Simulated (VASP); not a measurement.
Consider the following.

```
CELL_PARAMETERS angstrom
      3.15341     0.00000     0.00000
     -1.57670     2.73093     0.00000
      0.00000     0.00000     5.86125
ATOMIC_POSITIONS crystal
  Sc 0.00000 0.00000 0.00000
  Sc 0.00000 0.00000 0.50000
  C  0.33333 0.66667 0.25000
  C  0.66667 0.33333 0.75000
```

All values below come from LDA (Ceperley-Alder, Perdew-Zunger), VASP's LDA PAW potentials (set 64) (plane waves; VASP 6.6.1). Numerical set-up: 520 eV cut-off, 12×12×6 Γ-centred mesh, tetrahedra with Blöchl corrections, potentials Sc_sv C.

The cores are frozen, which limits the accuracy of field gradients.

### Question
Give the principal components of the electric field gradient (V/Å²) and the asymmetry η at each nucleus.

### Answer

```
atom   Vxx   Vyy    Vzz     η
----  ----  ----  -----  ----
Sc1   13.3  13.3  -26.5  0.00
Sc2   13.3  13.3  -26.5  0.00
C3    13.6  13.6  -27.3  0.00
C4    13.6  13.6  -27.3  0.00
```

The structure was generated: ScC was put into the NiAs type type (P6_3/mmc), which need not be its known phase. It was relaxed first, which changed the volume by -30 %.
